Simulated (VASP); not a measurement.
Output of a VASP run:

### OSZICAR
```
       N       E                     dE             d eps       ncg     rms          rms(c)
DAV:   1     0.286215855568E+03    0.28622E+03   -0.18625E+04  1132   0.310E+03
DAV:   2     0.142832813269E+02   -0.27193E+03   -0.26341E+03  1170   0.532E+02
DAV:   3    -0.189771190511E+02   -0.33260E+02   -0.33046E+02  1212   0.155E+02
DAV:   4    -0.203521499183E+02   -0.13750E+01   -0.13709E+01  1474   0.326E+01
DAV:   5    -0.203735888291E+02   -0.21439E-01   -0.21431E-01  1178   0.387E+00    0.110E+01
DAV:   6    -0.162183800459E+02    0.41552E+01   -0.15477E+01  1912   0.580E+01    0.307E+00
DAV:   7    -0.163295384198E+02   -0.11116E+00   -0.17481E+00  1134   0.111E+01    0.268E+00
DAV:   8    -0.163169668120E+02    0.12572E-01   -0.29018E-01  1804   0.827E+00    0.871E-01
DAV:   9    -0.162941858422E+02    0.22781E-01   -0.11838E-01  1908   0.578E+00    0.328E-01
DAV:  10    -0.162950959977E+02   -0.91016E-03   -0.55006E-03  1292   0.832E-01    0.142E-01
DAV:  11    -0.162949123737E+02    0.18362E-03   -0.13584E-03  1668   0.725E-01    0.175E-02
DAV:  12    -0.162949246104E+02   -0.12237E-04   -0.18304E-04  1194   0.100E-01    0.122E-02
DAV:  13    -0.162949223155E+02    0.22949E-05   -0.20940E-05  1502   0.102E-01    0.223E-03
DAV:  14    -0.162949225296E+02   -0.21403E-06   -0.26044E-06  1036   0.272E-02
   1 F= -.16294923E+02 E0= -.16294923E+02  d E =-.162949E+02
       N       E                     dE             d eps       ncg     rms          rms(c)
DAV:   1    -0.166524711214E+02   -0.35755E+00   -0.56099E+00  1308   0.563E+01    0.363E+00
DAV:   2    -0.163858691593E+02    0.26660E+00   -0.64310E-01  1508   0.201E+01    0.178E+00
DAV:   3    -0.163042118249E+02    0.81657E-01   -0.19292E-01  1628   0.106E+01    0.359E-01
DAV:   4    -0.163022425236E+02    0.19693E-02   -0.25766E-02  1056   0.144E+00    0.316E-01
DAV:   5    -0.162999188240E+02    0.23237E-02   -0.16406E-03  1546   0.359E-01    0.229E-01
DAV:   6    -0.162969987493E+02    0.29201E-02   -0.34953E-03  1512   0.795E-01    0.388E-02
DAV:   7    -0.162970020485E+02   -0.32992E-05   -0.12085E-04  1316   0.112E-01    0.253E-02
DAV:   8    -0.162970030783E+02   -0.10298E-05   -0.18867E-05  1484   0.413E-02    0.115E-02
DAV:   9    -0.162970027144E+02    0.36394E-06   -0.13552E-06   756   0.216E-02
   2 F= -.16297003E+02 E0= -.16297003E+02  d E =-.208018E-02
       N       E                     dE             d eps       ncg     rms          rms(c)
DAV:   1    -0.163856529829E+02   -0.88650E-01   -0.12136E+00  1302   0.251E+01    0.176E+00
DAV:   2    -0.163238592290E+02    0.61794E-01   -0.15683E-01  1498   0.102E+01    0.835E-01
DAV:   3    -0.163062010982E+02    0.17658E-01   -0.37087E-02  1636   0.434E+00    0.180E-01
DAV:   4    -0.163056124140E+02    0.58868E-03   -0.42084E-03  1056   0.611E-01    0.144E-01
DAV:   5    -0.163048366132E+02    0.77580E-03   -0.66227E-04  1452   0.217E-01    0.764E-02
DAV:   6    -0.163044414075E+02    0.39521E-03   -0.40041E-04  1674   0.224E-01    0.483E-03
DAV:   7    -0.163044411465E+02    0.26092E-06   -0.11798E-05  1098   0.329E-02    0.405E-03
DAV:   8    -0.163044410048E+02    0.14177E-06   -0.17202E-06   756   0.117E-02
   3 F= -.16304441E+02 E0= -.16304441E+02  d E =-.951848E-02
```

OUTCAR:
```
------------------------ aborting loop because EDIFF is reached ----------------------------------------
  FORCE on cell =-STRESS in cart. coord.  units (eV):
  Direction    XX          YY          ZZ          XY          YZ          ZX
  --------------------------------------------------------------------------------------
  Total       -0.0149603     -0.0149603      0.0601514      0.0000000      0.0000000      0.0000000
  in kB       -0.5175895     -0.5175895      2.0810840      0.0000000      0.0000000      0.0000000
  external PRESSURE =       0.3486350 kB  Pullay stress =       0.0000000 kB
  volume of cell :       46.31
      direct lattice vectors                 reciprocal lattice vectors
     1.600966761 -2.772955732 -0.000000000     0.312311294 -0.180313012  0.000000000
     1.600966761  2.772955732  0.000000000     0.312311294  0.180313012 -0.000000000
     0.000000000  0.000000000  5.215682797     0.000000000 -0.000000000  0.191729451
  FREE ENERGIE OF THE ION-ELECTRON SYSTEM (eV)
  ---------------------------------------------------
  free  energy   TOTEN  =       -16.3044410048 eV

  energy  without entropy=      -16.3044410048  energy(sigma->0) =      -16.30444100

 reached required accuracy - stopping structural energy minimisation
```
(Selected blocks of OUTCAR.)

POSCAR:
```
GaN
1
    1.5912219442    -2.7560772156     0.0000000000
    1.5912219442     2.7560772156     0.0000000000
    0.0000000000     0.0000000000     5.1801024123
Ga N
2 2
Direct
  0.6666670000   0.3333330000   0.5000334008
  0.3333330000   0.6666670000   0.0000334008
  0.6666670000   0.3333330000   0.8769665992
  0.3333330000   0.6666670000   0.3769665992
```

Question: Reconstruct the remaining input files.

Answer: This is not unique; one that fits is the input of the run itself, rev-vdW-DF2, plane waves, VASP's PBE PAW potentials (set 64).

INCAR:
```
# general
SYSTEM    =  GaN
PREC      =  Accurate
ENCUT     =  520
LREAL     =  .FALSE.
LASPH     =  .TRUE.   # aspherical one-centre terms

# electronic loop
EDIFF     =  1E-6   # SCF stop (eV)
NELM      =  100
ALGO      =  Normal   # blocked Davidson
LMAXMIX   =  4

# smearing
ISMEAR    =  0
SIGMA     =  0.05   # width (eV)

# functional
GGA       =  MK
LUSE_VDW  =  .TRUE.
AGGAC     =  0.0
PARAM1    =  0.1234568
PARAM2    =  0.7114
ZAB_VDW   =  -1.8867

# ions
IBRION    =  2   # conjugate gradients
NSW       =  60
ISIF      =  3   # ions, shape and volume
EDIFFG    =  -0.02

# output
LWAVE     =  .FALSE.
LCHARG    =  .FALSE.
```

**KPOINTS**
```
Automatic mesh
0
Gamma
7 7 4
0 0 0
```

POTCAR, in this order: Ga_d N (PBE.64 set). Program: vasp_std.

The compound is GaN in the wurtzite structure. This run relaxes it. Symmetry was kept, so distortions that lower it aren't found. The start is the result of an earlier pass.
